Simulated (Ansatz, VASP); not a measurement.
## SbAs2: VASP beside Ansatz

INCAR

```
PREC     = Accurate       # precision mode
ENCUT    = 520            # plane-wave cutoff, eV
EDIFF    = 1E-7           # SCF threshold, eV
ISMEAR   = 0              # smearing method
SIGMA    = 0.1            # smearing width, eV
LREAL    = False          # projectors in reciprocal space
LASPH    = True           # aspherical terms in the spheres
NELM     = 80             # most SCF steps
ALGO     = Normal         # electronic algorithm
ISIF     = 2              # what is computed and relaxed
LWAVE    = False          # write WAVECAR
LCHARG   = False          # write CHGCAR
GGA      = PE             # functional
NBANDS   = 24             # bands
```

KPOINTS

```
Automatic mesh
0
Gamma
  6 6 2
```

POSCAR

```
SbAs2
1.0
    4.4197982200      0.0000000000      0.0000000000
   -2.2098991100      3.8276575400      0.0000000000
    0.0000000000      0.0000000000      9.2397114600
Sb As
2 4
Direct
    0.3333333300      0.6666666700      0.0000000000
    0.6666666700      0.3333333300      0.0000000000
    0.0000000000      0.0000000000      0.5000000000
    0.0000000000      0.0000000000      0.2299970300
    0.0000000000      0.0000000000      0.7700029700
    0.0000000000      0.0000000000      0.0000000000
```

Input for Ansatz:

```yaml
crystal:
  lattice:
    - [4.41979822, 0.0, 0.0]
    - [-2.20989911, 3.82765754, 0.0]
    - [0.0, 0.0, 9.23971146]
  atoms:
    - { symbol: Sb, position: [0.33333333, 0.66666667, 0.0] }
    - { symbol: Sb, position: [0.66666667, 0.33333333, 0.0] }
    - { symbol: As, position: [0.0, 0.0, 0.5] }
    - { symbol: As, position: [0.0, 0.0, 0.22999703] }
    - { symbol: As, position: [0.0, 0.0, 0.77000297] }
    - { symbol: As, position: [0.0, 0.0, 0.0] }
basis:
  ecutwfc: 420
kpoints:
  mp_grid: { grid: [6, 6, 2] }
hamiltonian:
  xc: pbe
scf:
  occupations: { method: gaussian, width: 0.1 }
  lower_state_search: "off"
output:
  forces: true
  stress: true
  eigenvalues: true
```

Alike in both runs: task single point; functional PBE; k mesh 6 × 6 × 2; occupations gaussian, width 0.1 eV; no spin polarisation.

|  | VASP | Ansatz |
| --- | --- | --- |
| version | VASP 6.6.1 | Ansatz 0.2.0 |
| potentials or method | VASP PAW PBE potentials, release 64 (Sb, As) | scalar-relativistic, plane waves, PAW |
| plane-wave cutoff (eV) | 520 | 420 |
| valence electrons in the cell | 30 | 90 |

```tsv
	VASP	Ansatz	Ansatz less VASP
gap on the k mesh at the Fermi level (eV)	none	none	-
rms of the force components (eV/Å)	2.390	2.329	-0.0615
```

Atom by atom the forces differ by 0.061 eV/Å (rms over components). A gap of «none» marks a metal or a gap that the smearing closes. The two sets of potentials don't hold the same shells in valence.

Caveats: forces of over 1 eV/Å show positions far from the minimum, so gaps and moduli don't describe the material at rest. The runs have no spin-orbit coupling, so splittings on Sb are missing.
